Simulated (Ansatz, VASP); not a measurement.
**Se: VASP beside Ansatz**

One calculation is typed for both programs; each brings its own data sets and cutoff. How far apart do they land? The cell is taken from a series of VASP runs on this material, whose earlier steps may have relaxed, scaled or displaced it; both programs get it as it stands.

Method: plane waves, with VASP 6.6.1 beside it; relaxation of cell and atoms at PBEsol, in Ansatz 0.2.0.

## Step 1: The starting structure

It takes space group P3_121 (No. 152, trigonal). The conventional cell has a = 4.033 Å, b = 4.033 Å, c = 5.130 Å, α = 90.00°, β = 90.00°, γ = 120.00°. Se has 2 Se at 2.44 Å nearest.

As a file:

```
Se
1.0
     4.03269    0.00000    0.00000
    -2.01634    3.49241    0.00000
     0.00000    0.00000    5.13017
Se
3
Direct
  0.75028 0.75028 0.00000
  0.00000 0.24972 0.66667
  0.24972 0.00000 0.33333
```

## Step 2: VASP: relaxation of cell and atoms, PBEsol

The relaxed volume is the usual yardstick between codes: its relative difference is about their pressure difference at one cell divided by the bulk modulus.

Lines of VASP's logs that name or quote its potential files are left out, and so is its time.

Contents of INCAR:

```
SYSTEM = Se
PREC = Accurate
ENCUT = 520
EDIFF = 1E-07
NELM = 100
ISMEAR = 0
SIGMA = 0.03
LREAL = .FALSE.
ALGO = Normal
GGA = PS
NBANDS = 15
LORBIT = 11
LWAVE = .FALSE.
LCHARG = .FALSE.
KPAR = 4
IBRION = 2
NSW = 50
ISIF = 3
EDIFFG = -0.005
LASPH = .TRUE.
```

Contents of POSCAR:

```
Se
1.0
    4.0326886075      0.0000000000      0.0000000000
   -2.0163443038      3.4924107797      0.0000000000
    0.0000000000      0.0000000000      5.1301744005
Se
3
Direct
    0.7502782541      0.7502782541      0.0000000000
    0.0000000000      0.2497217459      0.6666666667
    0.2497217459      0.0000000000      0.3333333333
```

Contents of KPOINTS:

```
Automatic mesh
0
Gamma
8 8 6
0 0 0
```

The projector-augmented-wave data sets are Se (PBE family, release 64).

Run with:

```console
$ mpirun -np 4 vasp_std
```

Numbers of over 12 decimals in the logs are rounded to 6 here.

Log:

```text
[banner, memory and clock lines left out]
running    4 mpi-ranks, on    1 nodes
 distrk:  each k-point on    1 cores,    4 groups
 distr:  one band on    1 cores,    1 groups

 POSCAR found type information on POSCAR Se
 POSCAR found :  1 types and       3 ions
|                                                                             |
|               ----> ADVICE to this user running VASP <----                  |
|                                                                             |
|     You enforced a specific xc type in the INCAR file but a different       |
|     [... a line on the potential file left out ...]
|     I HOPE YOU KNOW WHAT YOU ARE DOING!                                     |
|                                                                             |

 LDA part: xc-table for (Slater+PW92), standard interpolation
 POSCAR, INCAR and KPOINTS ok, starting setup
 FFT: planning ... GRIDC
 FFT: planning ... GRID_SOFT
 FFT: planning ... GRID
 WAVECAR not read
 entering main loop
       N       E                     dE             d eps       ncg     rms          rms(c)
DAV:   1     0.815565947417E+02    0.81557E+02   -0.74751E+03  1500   0.102E+03
DAV:   2    -0.644727873792E+01   -0.88004E+02   -0.83708E+02  2062   0.164E+02
DAV:   3    -0.115976795415E+02   -0.51504E+01   -0.51258E+01  1724   0.450E+01
DAV:   4    -0.116345097159E+02   -0.36830E-01   -0.36755E-01  2046   0.448E+00
DAV:   5    -0.116347412608E+02   -0.23154E-03   -0.23154E-03  1780   0.346E-01    0.704E+00
DAV:   6    -0.115810314607E+02    0.53710E-01   -0.30076E-02  1920   0.115E+00    0.432E+00
DAV:   7    -0.115617547528E+02    0.19277E-01   -0.59072E-02  1668   0.157E+00    0.180E-01
DAV:   8    -0.115609368133E+02    0.81794E-03   -0.90215E-03  1675   0.602E-01    0.972E-02
DAV:   9    -0.115609768693E+02   -0.40056E-04   -0.22840E-04  2109   0.108E-01    0.311E-02
DAV:  10    -0.115609776496E+02   -0.78030E-06   -0.26540E-05  1836   0.361E-02    0.603E-03
DAV:  11    -0.115609779271E+02   -0.27754E-06   -0.58950E-06  2018   0.148E-02    0.411E-03
DAV:  12    -0.115609777596E+02    0.16746E-06   -0.11428E-06  1808   0.683E-03    0.104E-03
DAV:  13    -0.115609777126E+02    0.46991E-07   -0.12199E-07  1471   0.211E-03
   1 F= -.11560978E+02 E0= -.11560978E+02  d E =-.115610E+02
 curvature:   0.00 expect dE= 0.000E+00 dE for cont linesearch  0.000E+00
 trial: gam= 0.00000 g(F)=  0.283E-05 g(S)=  0.195E-05 ort = 0.000E+00 (trialstep = 0.100E+01)
 search vector abs. value=  0.478E-05
 reached required accuracy - stopping structural energy minimisation
```

From OUTCAR (step 2):

```text
ion  position               nearest neighbor table
   1  0.750  0.750  0.000-   3 2.44   2 2.44
   2  0.000  0.250  0.667-   1 2.44   3 2.44
   3  0.250  0.000  0.333-   1 2.44   2 2.44

  LATTYP: Found a hexagonal cell.
 ALAT       =     4.0326886075
 C/A-ratio  =     1.2721474182

 Subroutine GETGRP returns: Found  6 space group operations
 (whereof  2 operations were pure point group operations)

The static configuration has the point symmetry C_2 .
 The point group associated with its full space group is D_3 .

 Found     50 irreducible k-points:

   k-points           NKPTS =     50   k-points in BZ     NKDIM =     50   number of bands    NBANDS=     15

   dimension x,y,z NGX =    30 NGY =   30 NGZ =   40
   dimension x,y,z NGXF=    60 NGYF=   60 NGZF=   80

   ENCUT  =  520.0 eV  38.22 Ry    6.18 a.u.   7.50  7.50  9.54*2*pi/ulx,y,z

   NELECT =      18.0000    total number of electrons

 k-points in reciprocal lattice and weights: Automatic mesh
   0.00000000  0.00000000  0.00000000       0.003
   0.12500000 -0.00000000  0.00000000       0.016
   0.25000000 -0.00000000  0.00000000       0.016
   0.37500000 -0.00000000  0.00000000       0.016
   0.50000000 -0.00000000  0.00000000       0.008
   0.12500000  0.12500000  0.00000000       0.016
   0.25000000  0.12500000  0.00000000       0.031
   0.37500000  0.12500000  0.00000000       0.031
   0.25000000  0.25000000  0.00000000       0.016
[...]
0.25000000  0.25000000  0.50000000       0.016
   0.37500000  0.25000000  0.50000000       0.016

 average (electrostatic) potential at core
       1 -55.0681       2 -55.0681       3 -55.0681

 E-fermi :   4.0047

 k-point     1 :       0.0000    0.0000    0.0000
  band No.  band energies     occupation
    ...
      5       0.3240      2.00000
      6       0.3240      2.00000
      7       1.8599      2.00000
      8       1.8599      2.00000
      9       3.1962      2.00000
     10       5.1766      0.00000
     11       5.1766      0.00000
     12       5.7895      0.00000
     13      10.0170      0.00000
     14      10.0170      0.00000
    ...

 k-point     2 :       0.1250   -0.0000    0.0000
  band No.  band energies     occupation
    ...
      5      -0.1090      2.00000
      6       0.2769      2.00000
      7       2.0515      2.00000
      8       2.4417      2.00000
      9       3.1455      2.00000
     10       4.9732      0.00000
     11       5.1467      0.00000
     12       5.7868      0.00000
     13       9.8017      0.00000
     14       9.9266      0.00000
    ...

 k-point     3 :       0.2500   -0.0000    0.0000
  band No.  band energies     occupation
    ...
      5      -0.7018      2.00000
      6      -0.0506      2.00000
      7       1.9487      2.00000
      8       2.4172      2.00000
      9       2.8901      2.00000
     10       5.1253      0.00000
     11       5.3163      0.00000
     12       6.2608      0.00000
     13       8.9532      0.00000
     14      10.2758      0.00000
    ...

  Total       -0.0031599     -0.0031599     -0.0100732      0.0000000      0.0000000      0.0000000
  in kB       -0.0700700     -0.0700700     -0.2233698      0.0000000      0.0000000      0.0000000
  external PRESSURE =      -0.1211699 kB  Pullay stress =       0.0000000 kB

  energy-cutoff  :      520.00
  volume of cell :       72.25
      direct lattice vectors                 reciprocal lattice vectors
     4.032688607  0.000000000  0.000000000     0.247973523  0.143167580  0.000000000
    -2.016344304  3.492410780  0.000000000     0.000000000  0.286335160  0.000000000
     0.000000000  0.000000000  5.130174400     0.000000000  0.000000000  0.194925147

 POSITION                                       TOTAL-FORCE (eV/Angst)
 -----------------------------------------------------------------------------------
      1.51282      2.62028      0.00000         0.002210      0.003828     -0.000000
     -0.50353      0.87213      3.42012         0.002210     -0.003828     -0.000000
      1.00705      0.00000      1.71006        -0.004420     -0.000000      0.000000
 -----------------------------------------------------------------------------------
    total drift:                               -0.000001     -0.000001      0.000000

  FREE ENERGIE OF THE ION-ELECTRON SYSTEM (eV)
  ---------------------------------------------------
  free  energy   TOTEN  =       -11.5609777126 eV

  energy  without entropy=      -11.5609777126  energy(sigma->0) =      -11.56097771

 reached required accuracy - stopping structural energy minimisation

 total charge
# of ion       s       p       d       tot
------------------------------------------
    1        1.525   2.130   0.057   3.712
    2        1.525   2.130   0.057   3.712
    3        1.525   2.130   0.057   3.712
--------------------------------------------------
tot          4.576   6.390   0.170  11.136

[... 3 further parts left out ...]
```

The run keeps the 6 symmetry operations of its start, so it cannot find a distortion of lower symmetry.

## Step 3: Ansatz: relaxation of cell and atoms, PBEsol

Ansatz runs on its default PAW (the set named soft_2) files.

The same cell, functional, mesh and smearing now go to Ansatz, which takes its cutoff from its data sets.

Contents of input.yaml:

```yaml
crystal:
  lattice:
    - [4.0326886075, 0.0, 0.0]
    - [-2.0163443038, 3.4924107797, 0.0]
    - [0.0, 0.0, 5.1301744005]
  atoms:
    - { symbol: Se, position: [0.7502782541, 0.7502782541, 0.0] }
    - { symbol: Se, position: [0.0, 0.2497217459, 0.6666666667] }
    - { symbol: Se, position: [0.2497217459, 0.0, 0.3333333333] }
hamiltonian:
  xc: pbesol
  pseudopotentials: { kind: paw }
kpoints:
  mp_grid: { grid: [8, 8, 6] }
scf:
  occupations: { method: gaussian, width: 0.03 }
relax:
  f_tol: 0.01
  max_steps: 60
  cell: { stress_tol: 0.05 }
output:
  forces: true
  stress: true
  write_density: true
  write_potential: true
  elf: true
  volumetric_format: npy
```

Run with:

```console
$ ansatz run input.yaml --threads 4 --pin off --max-ram 9216MiB --backend cpu --events-out ev --progress --plain --runs-dir out
```

Log:

```text
Engine: ansatz 0.2.0, aarch64-unknown-linux-gnu
Pseudopotentials: kind: paw
Pseudopotential: Se, paw, valence charge 16, recommended cutoff 420 eV (normal), Se.paw.azcp
Functional definition: PBEsol
  exchange = pbesol_x
  correlation = pbesol_c
Crystal: 3 atoms, lattice volume = 72.252 Å³
Basis set: ecut = 420 eV, 1409 PW (Γ), exchange–correlation on 54×54×72 points (8 copies of the dense FFT grid, shifted against one another)
Bands: 29, of which v1, the nominal top of the filled ones, is band 24 counted from 1 (23 counted from 0)
Symmetry: 6 space group operations
Space group: P3121 (ITA 152), of the structure as read, at distance tolerance 4.2e-5 Å
k-points: 50 of 384 (time reversal used)
Non-local potential: Se, projectors of the file, l = 0: 2, l = 1: 2, l = 2: 3, l = 3: 1
PAW form: soft (Blöchl's): semilocal exchange-correlation on the pseudo side does not see the compensation charge
PAW frozen core: Se, regenerated for the run's functional, and the local potential with it (the file was generated under x = pbe(κ = 0.804, μ = 0.219515), c = pbe(β = 0.066725))
PAW one-centre angular grid: Se, 590 points (default); XC on 64 Gauss nodes
Initial density: superposition of atomic densities (neutral atoms: chi_scale 0, normalization atom), corrected by the library's trained network
Initial wavefunctions: pseudopotential atomic-orbital guess
Functional: x = pbesol(κ = 0.804, μ = 0.123457), c = pbesol(β = 0.046)
SCF iter   1: F=—  HF=-16272.621028 eV  |F-HF|=—  |Δ(HF+E_count)|=         —  Δρ=2.79e-3  dr2=4.04e-3  ethr=1.77e-3  ⟨swp⟩=6.1  Hψ=6134  notcnv=0
preconditioner: auto → Resta (q_TF=auto, 2.549 Å⁻¹)  ε∞=4.2  [insulator: Δε(μ)=0.706 eV  Ē_g=10.385 eV  σ=0.030 eV  W_gap=1.00  n_scr=22 (ndim 8)  ℏωp=18.5 eV  f_vac=0.038  D(μ)=0.00/eV (n_scr^D=0)  ε∞_Penn≈4.2]
SCF iter   2: F=—  HF=-16272.620676 eV  |F-HF|=—  |Δ(HF+E_count)|=   3.52e-4  Δρ=1.62e-3  dr2=1.42e-3  ethr=8.41e-6  ⟨swp⟩=3.0  Hψ=3138  notcnv=0  defer=50
SCF iter   3: F=—  HF=-16272.620961 eV  |F-HF|=—  |Δ(HF+E_count)|=   2.85e-4  Δρ=3.42e-4  dr2=1.01e-4  ethr=2.96e-6  ⟨swp⟩=2.0  Hψ=2013  notcnv=0  defer=50
SCF iter   4: F=—  HF=-16272.621012 eV  |F-HF|=—  |Δ(HF+E_count)|=   5.09e-5  Δρ=1.25e-4  dr2=1.23e-5  ethr=2.10e-7  ⟨swp⟩=3.0  Hψ=2599  notcnv=0  defer=50
SCF iter   5: F=—  HF=-16272.621018 eV  |F-HF|=—  |Δ(HF+E_count)|=   6.01e-6  Δρ=2.09e-5  dr2=2.88e-7  ethr=2.55e-8  ⟨swp⟩=2.0  Hψ=1850  notcnv=0  defer=50
SCF iter   6: F=-16272.621018 eV  HF=-16272.621018 eV  |F-HF|=7.00e-9  |Δ(HF+E_count)|=   1.10e-7  Δρ=5.86e-6  dr2=2.35e-8  ethr=2.08e-10  ⟨swp⟩=8.0  Hψ=10760  notcnv=0
SCF 1 converged in 6 iterations: F = -16272.621018 eV  dr2 = 2.35e-8
  greatest PAW one-centre occupation: 1.000 electrons in one spin orbital (limit 2), on the Se atom at site 2 (counted from 0), in its partial waves of l = 2
relax step   1: F+E_penalty+E_count = -16272.62101822 eV  Δ(F+E_penalty+E_count) = +0.000e0 eV  max|allowed force component| = 3.392e-2 eV/Å  Δτ_max = 0.0000 Å  P = -0.179 GPa  Ω = 72.252 Å³  (6 SCF iters, dr2 threshold 1.00e-7 eV, accepted)
[...]
relax step   2: F+E_penalty+E_count = -16272.62118295 eV  Δ(F+E_penalty+E_count) = -1.647e-4 eV  max|allowed force component| = 5.669e-3 eV/Å  Δτ_max = 0.0012 Å  P = +0.047 GPa  Ω = 72.082 Å³  energy of the carried Pulay correction = +1.641e-5 eV  (4 SCF iters, dr2 threshold 1.64e-7 eV, accepted)
[...]
relax step   3: F+E_penalty+E_count = -16272.62121510 eV  Δ(F+E_penalty+E_count) = -3.215e-5 eV  max|allowed force component| = 1.000e-3 eV/Å  Δτ_max = 0.0018 Å  P = +0.010 GPa  Ω = 72.218 Å³  energy of the carried Pulay correction = +3.260e-6 eV  (4 SCF iters, dr2 threshold 6.31e-9 eV, accepted)
[...]
relax step   4: F+E_penalty+E_count = -16272.62121130 eV  Δ(F+E_penalty+E_count) = +3.805e-6 eV  max|allowed force component| = 1.011e-3 eV/Å  Δτ_max = 0.0000 Å  P = +0.010 GPa  Ω = 72.218 Å³  stress off target by 2.46e-2 GPa  SCF on the basis re-selected at this cell (its energy is not comparable with the rows above)  (4 SCF iters)
basis re-selected at this cell: Δ(F+E_penalty+E_count) = +3.805e-6 eV, ΔP = +0.000 GPa vs the last step (what re-selecting the basis moved, of the pressure what is left beyond the Pulay correction that the steps carried, after the strain that the cell walked since its last selection, with what the two solves' SCF thresholds leave and, on support functions, any second-order correction that the steps lacked; it is no m [...]
SCF converged after 4 iterations
Free energy (F): -16272.621211 eV
Harris-Foulkes:  -16272.621211 eV  (|F-HF|=3.64e-12)
Internal energy: -16272.621211 eV  (E = F + TS)
E sigma→0 (E₀):  -16272.621211 eV
Fermi energy:    8.942539 eV
--- Per-component energies (eV) ---
  E_band       = -1157.491754
  E_kinetic    = 351.391479
  E_local      = -7137.789507  (includes V_loc(G=0)·N_el)
  E_nonlocal   = -1773.639488
  E_hartree    = 3522.980332
  E_xc         = -308.455539
  E_vxc        = -292.175781  (∫ρ·V_xc dr)
  E_paw        = -5605.720758  (= ΣΔE_a)
  E_vpaw       = 648.762589  (= ΣTr[D̂ρ^β])
  E_aug_tail   = -0.001809  (compensation charges beyond the density's cutoff)
  E_ewald      = -5324.411273
  E_core_change = 3.025351  (= ΣΔE_core)
  E_smearing   = -0.000000  (= −TS)
  E_closure    = 0.000000  (closes the sum)
  Σ components = -16272.621211   (vs F -16272.621211, Δ=0.00e0)
--- Forces (eV/Å), atoms counted from 1 ---
  atom   1  Se     0.00050570     0.00087590     0.00000000
  atom   2  Se     0.00050570    -0.00087590     0.00000000
  atom   3  Se    -0.00101140    -0.00000000    -0.00000000
  max |Σ_I F_I| component: 8.78e-17 eV/Å
--- Stress (GPa, compression-positive) ---
        0.024631      -0.000000       0.000000
       -0.000000       0.024631      -0.000000
        0.000000      -0.000000      -0.017859
  P = ⅓ Tr σ = 0.0105 GPa (0.105 kbar)
--- Band table (eV; the first three rows and the last of 50) ---
  k-point 0: bands = [... 20 lower, 5.0761, 6.6268, 6.6268, 7.9738, 9.9564, 9.9564, 10.5647, 14.7988, ... 1 higher]
  k-point 1: bands = [... 20 lower, 5.4197, 6.6130, 6.7937, 7.8770, 9.7523, 9.7839, 10.2616, 14.7444, ... 1 higher]
  k-point 2: bands = [... 20 lower, 5.5414, 6.8036, 7.0132, 7.5892, 9.4409, 9.5176, 9.7317, 14.2723, ... 1 higher]
  k-point 49: bands = [... 20 lower, 3.0990, 7.2623, 7.9497, 8.5853, 9.2998, 10.6980, 10.8547, 15.2614, ... 1 higher]
--- Relaxed structure (3 steps of the walk, 3 accepted, 1 SCFs on fresh bases) ---
  F+E_penalty+E_count = -16272.62121130 eV   max|allowed force component| = 1.011e-3 eV/Å   (the final SCF, on the basis selected at the relaxed cell)
  cell:  # Å, volume = 72.2184 Å³
    - [4.033229, 2.8871359247199884e-11, 0]
    - [-2.016615, 3.492879, 1.3512207234107496e-19]
    - [0, 1.98487474754806e-19, 5.126390]
  atoms:
    - { symbol: Se, position: [0.751008, 0.751008, 0] }
    - { symbol: Se, position: [-2.777451772424845e-17, 0.248992, 0.666667] }
    - { symbol: Se, position: [0.248992, 0, 0.333333] }
```

Wall time 8.5 s (4 threads of Arm Neoverse V1, shared host); peak memory 0.4 GiB; 32 s of CPU time.

## Step 4: Differences

Known differences besides the potentials themselves: both relaxations stop at a tolerance, which leaves soft axes loose, and VASP keeps its plane-wave basis; the data sets hold 48 valence electrons in Ansatz (default PAW (the set named soft_2) files) and 18 in VASP; the cutoff is 420 eV in Ansatz and 520 eV in VASP; Ansatz makes its cores anew for this functional, VASP keeps those of its PBE data sets; Ansatz adds a Pulay correction to the stress that steers its cell, VASP none. Total energies have different zeros and are not compared.

Compared:

```csv
quantity,Ansatz,VASP,difference
volume (Å³),72.22,72.25,-0.05 %
"edge a after relaxation, in the typed setting (Å)",4.033,4.033,+0.01 %
"edge c after relaxation, in the typed setting (Å)",5.126,5.130,-0.07 %
```

The walks stopped with 0.01 GPa left in Ansatz and -0.01 GPa in VASP; each walk ends within a tolerance, so the volume difference is uncertain by about these residues over the bulk modulus, most in soft cells.

## Step 5: Summary of results

| Property | Result |
| --- | --- |
| difference in edge c after relaxation, in the typed setting (relaxation of cell and atoms, PBEsol) | -0.074 % |

**Reading.** The difference in edge c after relaxation, in the typed setting is -0.074 % (relaxation of cell and atoms, PBEsol), within the 1.2 % picked in this series as the mark of a large difference, as far as the stopping tolerances let one tell. How closely two codes agree says nothing of how well the functional describes the real material.

[Lines on the potential files, build, host, timing and source positions are cut from VASP's logs without a mark.]

[Logs are printed without paths, hosts, clocks, repeated set-up lines and the standing remarks that a program may print on its own settings, such as how far it seeks lower states.]

[Hosts, paths, dates, database ids (printed as entryN), source tags and the programs' standing remarks are cut or masked in the printed files.]
